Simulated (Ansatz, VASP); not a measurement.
# Al (Al(211)): VASP beside Ansatz, part 2 of 2

Wanted: the spread between two codes on one cell, functional and k mesh. Of the first pair: The structure shown is the start of the Ansatz relaxation below; VASP solves that cell, so the two are compared at the walk's first step.

VASP 6.6.1 and Ansatz 0.2.0.

So far. Step 4 (Side by side): The forces differ by 0.7 meV/Å r.m.s., which is 0.7 % of the r.m.s. force of 0.099 eV/Å (both taken over all components). Where the cell holds vacuum, a pressure given here is an average over it and none of the material. Step 5 (Ansatz: relaxation, PBE): This is the run of step 2 again, met here at its other cell.

### 6. VASP: single point, PBE, relaxed atoms in a fixed cell, pair 2

Level of this step: PBE; plane waves and PAW (Al) (VASP).

The same cell, functional, mesh and smearing now go to VASP, with its own data sets.

Input file INCAR:

```
SYSTEM = Al
PREC = Accurate
ENCUT = 400
EDIFF = 1E-06
NELM = 120
ISMEAR = -1
SIGMA = 0.1
LREAL = .FALSE.
ALGO = Normal
GGA = PE
NBANDS = 27
LORBIT = 11
LWAVE = .FALSE.
LCHARG = .FALSE.
ISIF = 2
LDIPOL = .TRUE.
IDIPOL = 3
DIPOL = 0.5 0.5 0.5
LVHAR = .TRUE.
LASPH = .TRUE.
GGA_COMPAT = .FALSE.
NELMDL = -8
KPAR = 2
```

Input file POSCAR:

```
Al
1.0
    2.8637824600      0.0000000000      0.0000000000
    0.0000000000      7.0148057700      0.0000000000
    0.0000000000      0.0000000000     25.2670278819
Al
11
Direct
    0.5000000000      0.0000000000      0.3364068002
    0.0000000000      0.6666666700      0.3691254402
    0.5000000000      0.3333333300      0.4018440801
    0.0000000000      0.9957004373      0.4340118487
    0.5000000000      0.6592217498      0.4671907565
    0.0000000000      0.3221932724      0.5016686861
    0.5000000000      0.9879726128      0.5314828837
    0.0000000000      0.6491655061      0.5641355438
    0.5000000000      0.3125634998      0.6037546956
    0.0000000000      0.9784942532      0.6282135779
    0.5000000000      0.6512164216      0.6603373070
```

Input file KPOINTS:

```
Automatic mesh
0
Gamma
10 4 1
0 0 0
```

The projector-augmented-wave data sets are Al (PBE family, release 64).

Started as:

```bash
mpirun -np 2 vasp_std
```

Numbers of over 12 decimals in the logs are rounded to 6 here.

The log of the run:

```text
[... set-up lines as in an earlier step ...]
 entering main loop
       N       E                     dE             d eps       ncg     rms          rms(c)
DAV:   1     0.921838459238E+02    0.92184E+02   -0.84511E+03   972   0.690E+02
DAV:   2    -0.343624822496E+02   -0.12655E+03   -0.11816E+03  1308   0.136E+02
DAV:   3    -0.403708042589E+02   -0.60083E+01   -0.58503E+01  1270   0.296E+01
DAV:   4    -0.406211660131E+02   -0.25036E+00   -0.24986E+00  1626   0.716E+00
[...]
DAV:  26    -0.389174110248E+02   -0.73763E-05   -0.25963E-07   827   0.136E-03    0.343E-04
DAV:  27    -0.389174158109E+02   -0.47861E-05   -0.27127E-07   789   0.116E-03    0.189E-04
DAV:  28    -0.389174162323E+02   -0.42133E-06   -0.27906E-08   748   0.613E-04
   1 F= -.38917416E+02 E0= -.38842992E+02  d E =-.148849E+00
```

Parts of OUTCAR (step 6):

```text
  Total       -5.1012832     -1.2630430     -0.4091519      0.0000000     -0.0074849      0.0000000
  in kB      -16.1020132     -3.9867488     -1.2914730      0.0000000     -0.0236257      0.0000000
  external PRESSURE =      -7.1267450 kB  Pullay stress =       0.0000000 kB

 POSITION                                       TOTAL-FORCE (eV/Angst)
 -----------------------------------------------------------------------------------
      1.43189      0.00000      8.50000         0.000000      0.009805      0.163040
      0.00000      4.67654      9.32670         0.000000     -0.035026      0.108497
      1.43189      2.33827     10.15341         0.000000      0.029293     -0.263705
      0.00000      6.98465     10.96619         0.000000      0.000373      0.001934
      1.43189      4.62431     11.80452         0.000000     -0.000040     -0.000056
      0.00000      2.26012     12.67568         0.000000      0.000916     -0.005980
      1.43189      6.93044     13.42899         0.000000     -0.002521     -0.004300
      0.00000      4.55377     14.25403         0.000000     -0.000466     -0.000646
      1.43189      2.19257     15.25509         0.000000     -0.001232     -0.000463
      0.00000      6.86395     15.87309         0.000000      0.001410      0.001339
      1.43189      4.56816     16.68476         0.000000     -0.002512      0.000340
 -----------------------------------------------------------------------------------
    total drift:                               -0.000000      0.000003      0.000001

  FREE ENERGIE OF THE ION-ELECTRON SYSTEM (eV)
  ---------------------------------------------------
  free  energy   TOTEN  =       -38.9174162323 eV

  energy  without entropy=      -38.7685669841  energy(sigma->0) =      -38.84299161

[... 2 parts as in an earlier step ...]

[... 1 further part left out ...]
[key lines of the parts left out:]
E-fermi :   0.2875
```

### 7. Comparison

The two programs side by side:

```tsv
quantity	Ansatz	VASP	difference
work function, lower of the two faces (eV)	4.10	4.10	0.00
work function, higher of the two faces (eV)	4.10	4.10	0.00
```

Forces on 7 of the 11 atoms, those with the largest forces and the largest differences (eV/Å; atoms numbered as in POSCAR):

```tsv
atom	Ansatz x, y, z	VASP x, y, z
Al1	0.000, 0.010, 0.161	0.000, 0.010, 0.163
Al2	0.000, -0.036, 0.107	0.000, -0.035, 0.108
Al3	0.000, 0.029, -0.264	0.000, 0.029, -0.264
Al6	0.000, 0.001, -0.006	0.000, 0.001, -0.006
Al7	0.000, -0.002, -0.003	0.000, -0.003, -0.004
Al10	0.000, 0.002, 0.003	0.000, 0.001, 0.001
Al11	0.000, -0.003, 0.002	0.000, -0.003, 0.000
```

The forces differ by 0.7 meV/Å r.m.s., which is 1.3 % of the r.m.s. force of 0.058 eV/Å (both taken over all components). Where the cell holds vacuum, a pressure given here is an average over it and none of the material.

### 8. VASP: single point, PBE, pair 3

With cell and atoms fixed, the geometry can't cause a difference; cores, projectors, grids and the points listed under the comparison can.

Changes to INCAR since step 6:

```diff
@@ -6,3 +6,3 @@
 ISMEAR = -1
-SIGMA = 0.1
+SIGMA = 0.05
 LREAL = .FALSE.
```

POSCAR is that of step 6.

Input file KPOINTS:

```
Automatic mesh
0
Gamma
20 10 1
0 0 0
```

Started as:

```bash
mpirun -np 2 vasp_std
```

The log of the run:

```text
[... set-up lines as in an earlier step ...]
 entering main loop
       N       E                     dE             d eps       ncg     rms          rms(c)
DAV:   1     0.926031901425E+02    0.92603E+02   -0.84303E+03  3572   0.689E+02
DAV:   2    -0.339303449330E+02   -0.12653E+03   -0.11776E+03  4759   0.136E+02
DAV:   3    -0.402875904011E+02   -0.63572E+01   -0.61672E+01  4690   0.302E+01
DAV:   4    -0.405478592905E+02   -0.26027E+00   -0.25974E+00  5962   0.733E+00
[...]
DAV:  26    -0.388064353162E+02   -0.10049E-04   -0.51271E-07  3102   0.153E-03    0.257E-04
DAV:  27    -0.388064373762E+02   -0.20600E-05   -0.82632E-08  2824   0.889E-04    0.149E-04
DAV:  28    -0.388064379701E+02   -0.59392E-06   -0.32643E-08  2586   0.581E-04
   1 F= -.38806438E+02 E0= -.38783447E+02  d E =-.459811E-01
```

OUTCAR, selected parts (step 8):

```text
  Total       -4.3357760     -2.0603914     -0.5808290      0.0000000      0.0547466      0.0000000
  in kB      -13.6857179     -6.5035500     -1.8333655      0.0000000      0.1728057      0.0000000
  external PRESSURE =      -7.3408778 kB  Pullay stress =       0.0000000 kB

 POSITION                                       TOTAL-FORCE (eV/Angst)
 -----------------------------------------------------------------------------------
      1.43189      0.00000      8.50000         0.000000     -0.030194      0.114156
      0.00000      4.67654      9.32670         0.000000      0.005453      0.042588
      1.43189      2.33827     10.15341         0.000000      0.006967     -0.186889
      0.00000      6.98465     10.96619         0.000000      0.024842      0.115679
      1.43189      4.62431     11.80452         0.000000      0.005900      0.130334
      0.00000      2.26012     12.67568         0.000000     -0.000963     -0.003624
      1.43189      6.93044     13.42899         0.000000     -0.003410     -0.122108
      0.00000      4.55377     14.25403         0.000000     -0.022396     -0.118367
      1.43189      2.19257     15.25509         0.000000      0.026690     -0.074827
      0.00000      6.86395     15.87309         0.000000     -0.037982      0.044104
      1.43189      4.56816     16.68476         0.000000      0.025093      0.058954
 -----------------------------------------------------------------------------------
    total drift:                               -0.000000      0.000003     -0.000000

  FREE ENERGIE OF THE ION-ELECTRON SYSTEM (eV)
  ---------------------------------------------------
  free  energy   TOTEN  =       -38.8064379701 eV

  energy  without entropy=      -38.7604568340  energy(sigma->0) =      -38.78344740

[... 1 part as in an earlier step ...]

[... 2 further parts left out ...]
[key lines of the parts left out:]
E-fermi :   0.3123
```

### 9. Ansatz: single point, PBE, pair 3

The same cell, functional, mesh and smearing now go to Ansatz, which takes its cutoff from its data sets.

The cell is taken from a series of runs on this material, whose earlier steps may have relaxed, scaled, displaced or heated it; both programs get it as it stands.

Input file input.yaml:

```yaml
crystal:
  lattice:
    - [2.86378246, 0.0, 0.0]
    - [0.0, 7.01480577, 0.0]
    - [0.0, 0.0, 25.2670278819]
  atoms:
    - { symbol: Al, position: [0.5, 0.0, 0.3364068002] }
    - { symbol: Al, position: [0.0, 0.66666667, 0.3691254402] }
    - { symbol: Al, position: [0.5, 0.33333333, 0.4018440801] }
    - { symbol: Al, position: [0.0, -0.0042995627, 0.4340118487] }
    - { symbol: Al, position: [0.5, 0.6592217498, 0.4671907565] }
    - { symbol: Al, position: [0.0, 0.3221932724, 0.5016686861] }
    - { symbol: Al, position: [0.5, -0.0120273872, 0.5314828837] }
    - { symbol: Al, position: [0.0, 0.6491655061, 0.5641355438] }
    - { symbol: Al, position: [0.5, 0.3125634998, 0.6037546956] }
    - { symbol: Al, position: [0.0, -0.0215057468, 0.6282135779] }
    - { symbol: Al, position: [0.5, 0.6512164216, 0.660337307] }
kpoints:
  mp_grid: { grid: [20, 10, 1] }
hamiltonian:
  xc: pbe
scf:
  occupations: { method: fermi_dirac, width: 0.05 }
  convergence: { dr2_threshold: 1.0e-09 }
  n_extra_bands: 23
efield:
  axis: 3
  dipole_correction: true
  ramp_position: 0.97
  ramp_width: 0.06
output:
  band_densities:
    - { e_range: [-0.05, 0] }
    - { e_range: [-0.4, 0] }
    - { e_range: [-1.2, 0] }
    - { e_range: [0, 0.05] }
    - { e_range: [0, 0.4] }
    - { e_range: [0, 1.2] }
    - { e_range: [-2.0, -1.8] }
    - { e_range: [-1.8, -1.6] }
    - { e_range: [-1.6, -1.4] }
    - { e_range: [-1.4, -1.2] }
    - { e_range: [-1.2, -1.0] }
    - { e_range: [-1.0, -0.8] }
    - { e_range: [-0.8, -0.6] }
    - { e_range: [-0.6, -0.4] }
    - { e_range: [-0.4, -0.2] }
    - { e_range: [-0.2, 0.0] }
    - { e_range: [0.0, 0.2] }
    - { e_range: [0.2, 0.4] }
    - { e_range: [0.4, 0.6] }
    - { e_range: [0.6, 0.8] }
    - { e_range: [0.8, 1.0] }
    - { e_range: [1.0, 1.2] }
    - { e_range: [1.2, 1.4] }
    - { e_range: [1.4, 1.6] }
    - { e_range: [1.6, 1.8] }
    - { e_range: [1.8, 2.0] }
  band_residual_tolerance: 0.0001
  dos: { projected: true, e_range: [-5, 4] }
  write_potential: true
  write_density: true
  volumetric_format: npy
```

Started as:

```bash
ansatz run input.yaml --threads 2 --pin off --max-ram 3072MiB --backend cpu --events-out ev --progress --plain --runs-dir out
```

The log of the run:

```text
[...]
Crystal: 11 atoms, lattice volume = 507.586 Å³
Basis set: ecut = 420 eV, 9947 PW (Γ)
Bands: 40, of which v1, the nominal top of the filled ones, is band 17 counted from 1 (16 counted from 0)
Symmetry: 2 space group operations
[...]
k-points: 66 of 200 (time reversal used)
[...]
e_range: [1.2, 1.4]                           1.170000             3.5e-5           0
  e_range: [1.4, 1.6]                           0.690000             2.7e-5           0
  e_range: [1.6, 1.8]                           1.030000             3.3e-5           0
  e_range: [1.8, 2]                             1.240000             3.0e-5           0
[key lines of the parts left out:]
SCF converged after 8 iterations
Free energy (F): -5910.128437 eV
Fermi energy:    0.292369 eV
Dipole field:    D = -0.000148 V/Å  (p = -0.000415 e·Å, saw-weighted, corrected)
Work function:   Φ+ = 4.0793 eV   Φ− = 4.0755 eV
```

### 10. Side by side

The two programs side by side:

```tsv
quantity	Ansatz	VASP	difference
work function, lower of the two faces (eV)	4.08	4.08	0.00
work function, higher of the two faces (eV)	4.08	4.08	0.00
```

Where the cell holds vacuum, a pressure given here is an average over it and none of the material.

### 11. Outcome

| Item | Value |
| --- | --- |
| r.m.s. force difference (single point, PBE, start cell, pair 1) | 0.69 meV/Å |
| r.m.s. force difference (single point, PBE, relaxed atoms in a fixed cell, pair 2) | 0.74 meV/Å |
| difference in work function, higher of the two faces (single point, PBE, pair 3) | -0.0024 eV |

In words: The r.m.s. force difference is 0.74 meV/Å (single point, PBE, relaxed atoms in a fixed cell, pair 2), within the 12 meV/Å picked in this series as the mark of a large difference. Pairs 2 and 3 hold one cell, so they aren't independent. Such differences can come from data sets, numerical settings and the points named under the comparisons, not from the functional's error against experiment.

[Lines on the potential files, build, host, timing and source positions are cut from VASP's logs without a mark.]

[Logs are printed without paths, hosts, clocks, repeated set-up lines and the standing remarks that a program may print on its own settings, such as how far it seeks lower states.]

[Hosts, paths, dates, database ids (printed as entryN), source tags and the programs' standing remarks are cut or masked in the printed files.]
